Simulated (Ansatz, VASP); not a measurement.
# InSb3N: VASP beside Ansatz

Contents of INCAR:

```
PREC = Accurate
ENCUT = 600
EDIFF = 1E-6
ISMEAR = 0
SIGMA = 0.1
LREAL = False
LASPH = True
NELM = 100
ALGO = Normal
ISIF = 3
LWAVE = False
LCHARG = False
GGA = PE
IBRION = 2
NSW = 100
EDIFFG = -0.05
```

KPOINTS

```
Automatic mesh
0
Gamma
  6 6 6
```

POSCAR

```
InSb3N
1.0
    3.9904599170      0.0000000000      0.0000000000
    0.0000000000      3.9904599170      0.0000000000
    0.0000000000      0.0000000000      3.9904599170
In Sb N
1 3 1
Direct
    0.0000000000      0.0000000000      0.0000000000
    0.5000000000      0.5000000000      0.0000000000
    0.0000000000      0.5000000000      0.5000000000
    0.5000000000      0.0000000000      0.5000000000
    0.5000000000      0.5000000000      0.5000000000
```

Input for Ansatz:

```yaml
crystal:
  lattice:
    - [3.990459917, 0.0, 0.0]
    - [0.0, 3.990459917, 0.0]
    - [0.0, 0.0, 3.990459917]
  atoms:
    - { symbol: In, position: [0.0, 0.0, 0.0] }
    - { symbol: Sb, position: [0.5, 0.5, 0.0] }
    - { symbol: Sb, position: [0.0, 0.5, 0.5] }
    - { symbol: Sb, position: [0.5, 0.0, 0.5] }
    - { symbol: "N", position: [0.5, 0.5, 0.5] }
basis:
  ecutwfc: 420
kpoints:
  mp_grid: { grid: [6, 6, 6] }
hamiltonian:
  xc: pbe
scf:
  occupations: { method: gaussian, width: 0.1 }
output:
  forces: true
  stress: true
  eigenvalues: true
relax:
  adjacent_minimum: "off"
  f_tol: 0.05
  max_steps: 80
  cell: { stress_tol: 0.5 }
```

The cell comes from a database or a generator and needn't be the stable form of this composition.

Alike in both runs: task relaxation of cell and atoms; functional PBE; k mesh 6 × 6 × 6; occupations gaussian, width 0.1 eV; no spin polarisation.

|  | VASP | Ansatz |
| --- | --- | --- |
| version | VASP 6.6.1 | Ansatz 0.2.0 |
| potentials or method | VASP PAW PBE potentials, release 64 (In_d, Sb, N) | scalar-relativistic, plane waves, PAW |
| plane-wave cutoff (eV) | 600 | 420 |
| valence electrons in the cell | 33 | 63 |

VASP gave:

| Item | Value |
| --- | --- |
| gap on the k mesh at the Fermi level, each at its own relaxed structure (eV) | none |
| relaxed volume (Å³/atom) | 22.44 |
| relaxed cell length with the largest relative difference (Å) | 4.823 |
| energy change over the relaxation (meV/atom) | -2762 |

Question: What did Ansatz give for the same quantities?

Answer: gap on the k mesh at the Fermi level, each at its own relaxed structure (eV): none; relaxed volume (Å³/atom): 22.65; relaxed cell length with the largest relative difference (Å): 4.838; energy change over the relaxation (meV/atom): -2771.

A gap of «none» marks a metal or a gap that the smearing closes. The two sets of potentials don't hold the same shells in valence.

Caveats: the volume moved by over 15 % at a fixed basis, so the end points are rough. The runs have no spin-orbit coupling, so splittings on Sb are missing.
